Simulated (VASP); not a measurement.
An input for Ansatz (written as the equivalent of a VASP run, and not itself run):

Ansatz 0.2 input:
```yaml
crystal:
  lattice:
    - [3.2500000, 0.0000000, 0.0000000]
    - [0.0000000, 3.2500000, 0.0000000]
    - [0.0000000, 0.0000000, 3.2500000]
  atoms:
    - { symbol: In, position: [0.5000000, 0.5000000, 0.5000000] }
    - { symbol: Pd, position: [0.0000000, 0.0000000, 0.0000000] }
kpoints:
  mp_grid: { grid: [10, 10, 10] }
hamiltonian:
  xc: r2scan
  dispersion: rvv10
  pseudopotentials: { kind: paw }
scf:
  occupations: { method: methfessel_paxton, width: 0.1 }
  max_iter: 100
relax:
  max_steps: 60
  f_tol: 0.01
  cell: {}
output: { forces: true, stress: true, eigenvalues: true }
```

Q: Write the VASP files for the same calculation (r2SCAN+rVV10).

A: Several could match; the one computed here: 
**INCAR**
```
! general
SYSTEM  =PdIn
PREC    =Accurate
ENCUT   =520   ! plane-wave cut-off (eV)
LREAL   =F   ! projection in real space or not
LASPH   =T

! electronic loop
EDIFF   =1E-6
NELM    =100   ! most electronic steps
ALGO    =Normal   ! blocked Davidson
LMAXMIX =4
LMIXTAU =T

! smearing
ISMEAR  =1   ! Methfessel-Paxton
SIGMA   =0.1   ! width (eV)

! functional
METAGGA =R2SCAN
LUSE_VDW=T
BPARAM  =11.95
CPARAM  =0.0093

! ions
IBRION  =2   ! conjugate gradients
NSW     =60   ! most ionic steps
ISIF    =3   ! ions, shape and volume
EDIFFG  =-0.01   ! ionic stop

! output
LWAVE   =F
LCHARG  =F
```

File KPOINTS:
```
Automatic mesh
0
Gamma
10 10 10
0 0 0
```

POSCAR:
```
PdIn
1
    3.2500000000     0.0000000000     0.0000000000
    0.0000000000     3.2500000000     0.0000000000
    0.0000000000     0.0000000000     3.2500000000
In Pd
1 1
Direct
  0.5000000000   0.5000000000   0.5000000000
  0.0000000000   0.0000000000   0.0000000000
```

POTCAR, in this order: In_d Pd (PBE.64 set). Program: vasp_std.

Limits of the translation: each code has its own PAW files, so the cut-off isn't converted (ENCUT is set for VASP's; basis.ecutwfc is left out, and Ansatz then takes the one that its files recommend); Ansatz stops its SCF on the density residual and VASP on the energy change (EDIFF).

The compound is PdIn in the CsCl type structure. This run relaxes it. Symmetry was kept, so distortions that lower it aren't found.
